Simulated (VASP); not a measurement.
Input of a VASP 6.6.1 run:

Contents of INCAR:

```
SYSTEM = Ge
ALGO = Normal
DIPOL = 0.5 0.5 0.500
EDIFF = 1E-6
ENCUT = 520
GGA = PS
ICORELEVEL = 1
IDIPOL = 3
ISIF = 2
ISMEAR = 0
KPAR = 2
LASPH = .TRUE.
LCHARG = .FALSE.
LDIPOL = .TRUE.
LREAL = .FALSE.
LVACPOTAV = .TRUE.
LVHAR = .TRUE.
LWAVE = .FALSE.
NELM = 80
PREC = Accurate
SIGMA = 0.03
```

The input KPOINTS:

```
k-points
0
G
  9 9 1
  0 0 0
```

File POSCAR:

```
Ge                                      
1.0
    4.0121281200      0.0000000000      0.0000000000
   -2.0060640600      3.4746048700      0.0000000000
    0.0000000000      0.0000000000     25.6466389000
  Ge            
     8
Direct
     1.0000000000000000    1.0000000000000000    0.2913612913631708
     0.6666666699999979    0.3333333300000021    0.3215879401181063
     0.6666666699999979    0.3333333300000021    0.4199056725558818
     0.3333333300000021    0.6666666699999979    0.4514744920039565
     0.3333333300000021    0.6666666699999979    0.5485255079960438
     0.0000000000000000    0.0000000000000000    0.5800943274441178
     0.0000000000000000    1.0000000000000000    0.6784120598818937
     0.6666666699999979    0.3333333300000021    0.7086387086368290
```

Potentials or basis: VASP PAW PBE potentials, release 64 (Ge_d).

The run is started by

```sh
$ cat potpaw_PBE.64/Ge_d/POTCAR > POTCAR
$ mpirun -np 2 vasp_std > vasp.out
```

Problem. Estimate the work function of the upper face.

Solution. 4.73 eV.

Problem. Estimate the work function of the lower face.

Solution. 4.73 eV.

Problem. What does it give for the largest force?

Solution. 0.014 eV/Å.

Problem. Predict the band gap on the k mesh.

Solution. None (metal or under the smearing width).

Core levels (eV, on the scale of the bands):
```
atom                                                     levels
1 Ge  1s -10954.7, 2s -1366.5, 2p -1193.4, 3s -163.3, 3p -110.5
2 Ge  1s -10954.8, 2s -1366.6, 2p -1193.5, 3s -163.5, 3p -110.6
3 Ge  1s -10955.0, 2s -1366.8, 2p -1193.6, 3s -163.6, 3p -110.7
4 Ge  1s -10954.9, 2s -1366.8, 2p -1193.6, 3s -163.6, 3p -110.7
5 Ge  1s -10954.9, 2s -1366.8, 2p -1193.6, 3s -163.6, 3p -110.7
6 Ge  1s -10955.0, 2s -1366.8, 2p -1193.6, 3s -163.6, 3p -110.7
```

Caveat: the PAW data sets were made with another functional, which shifts forces and pressure a little.
